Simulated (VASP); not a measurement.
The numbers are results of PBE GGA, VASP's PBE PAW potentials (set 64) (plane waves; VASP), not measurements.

VASP ran on this input.

### INCAR
```
SYSTEM = Zn31S32
PREC = Normal; ENCUT = 400; LREAL = Auto
LASPH = .True.; ISYM = 0; NELECT = 566.0
EDIFF = 1E-5; NELM = 100; NELMIN = 4
ALGO = Fast; LMAXMIX = 4
ISMEAR = 0; SIGMA = 0.05
GGA = PE
IBRION = 2; NSW = 60; ISIF = 2
EDIFFG = -0.03
LWAVE = .False.; LCHARG = .False.
```

### KPOINTS
```
Automatic mesh
0
Gamma
1 1 1
0 0 0
```

POSCAR:
```
Zn31S32
1.0
 10.8925962364   0.0000000000   0.0000000000
  0.0000000000  10.8925962364   0.0000000000
  0.0000000000   0.0000000000  10.8925962364
Zn S
31 32
Cart
  5.4462981182   0.0000000000   0.0000000000
  8.1694471773   2.7231490591   0.0000000000
  8.1694471773   0.0000000000   2.7231490591
  0.0000000000   0.0000000000   0.0000000000
  2.7231490591   2.7231490591   0.0000000000
  5.4462981182   5.4462981182   0.0000000000
  8.1694471773   8.1694471773   0.0000000000
  2.7231490591   0.0000000000   2.7231490591
  5.4462981182   2.7231490591   2.7231490591
  8.1694471773   5.4462981182   2.7231490591
  5.4462981182   0.0000000000   5.4462981182
  8.1694471773   2.7231490591   5.4462981182
  8.1694471773   0.0000000000   8.1694471773
  0.0000000000   5.4462981182   0.0000000000
  2.7231490591   8.1694471773   0.0000000000
  0.0000000000   2.7231490591   2.7231490591
  2.7231490591   5.4462981182   2.7231490591
  5.4462981182   8.1694471773   2.7231490591
  0.0000000000   0.0000000000   5.4462981182
  2.7231490591   2.7231490591   5.4462981182
  8.1694471773   8.1694471773   5.4462981182
  2.7231490591   0.0000000000   8.1694471773
  5.4462981182   2.7231490591   8.1694471773
  8.1694471773   5.4462981182   8.1694471773
  0.0000000000   8.1694471773   2.7231490591
  0.0000000000   5.4462981182   5.4462981182
  2.7231490591   8.1694471773   5.4462981182
  0.0000000000   2.7231490591   8.1694471773
  2.7231490591   5.4462981182   8.1694471773
  5.4462981182   8.1694471773   8.1694471773
  0.0000000000   8.1694471773   8.1694471773
  6.8078726477   1.3615745295   1.3615745295
  9.5310217068   4.0847235887   1.3615745295
  9.5310217068   1.3615745295   4.0847235887
  1.3615745295   1.3615745295   1.3615745295
  4.0847235887   4.0847235887   1.3615745295
  6.8078726477   6.8078726477   1.3615745295
  9.5310217068   9.5310217068   1.3615745295
  4.0847235887   1.3615745295   4.0847235887
  6.8125673567   4.1317687118   4.1247212020
  9.5310217068   6.8078726477   4.0847235887
  6.8078726477   1.3615745295   6.8078726477
  9.5310217068   4.0847235887   6.8078726477
  9.5310217068   1.3615745295   9.5310217068
  1.3615745295   6.8078726477   1.3615745295
  4.0847235887   9.5310217068   1.3615745295
  1.3615745295   4.0847235887   4.0847235887
  4.0953765478   6.8270871875   4.0887865270
  6.8078726477   9.5310217068   4.0847235887
  1.3615745295   1.3615745295   6.8078726477
  4.0969450816   4.1318776378   6.8245492126
  6.8025243830   6.7801292051   6.8466938607
  9.5310217068   9.5310217068   6.8078726477
  4.0847235887   1.3615745295   9.5310217068
  6.8078726477   4.0847235887   9.5310217068
  9.5310217068   6.8078726477   9.5310217068
  1.3615745295   9.5310217068   4.0847235887
  1.3615745295   6.8078726477   6.8078726477
  4.0847235887   9.5310217068   6.8078726477
  1.3615745295   4.0847235887   9.5310217068
  4.0847235887   6.8078726477   9.5310217068
  6.8078726477   9.5310217068   9.5310217068
  1.3615745295   9.5310217068   9.5310217068
```

POTCAR, in this order: Zn S (PBE.64 set). Program: vasp_gam.

Task: What will the output report for the number of irreducible k-points (NKPTS), largest plane-wave count, FFT grid (NGX, NGY, NGZ)?

Result: 
The number of irreducible k-points (NKPTS) comes out as 1 and the largest plane-wave count is 11792. The FFT grid (NGX, NGY, NGZ) is 54 × 54 × 54.

The cell is a supercell with a defect, built from ZnS (zinc blende): vac_Zn, charge -2. The run is not spin-polarised, so no state with unpaired spins was tried.
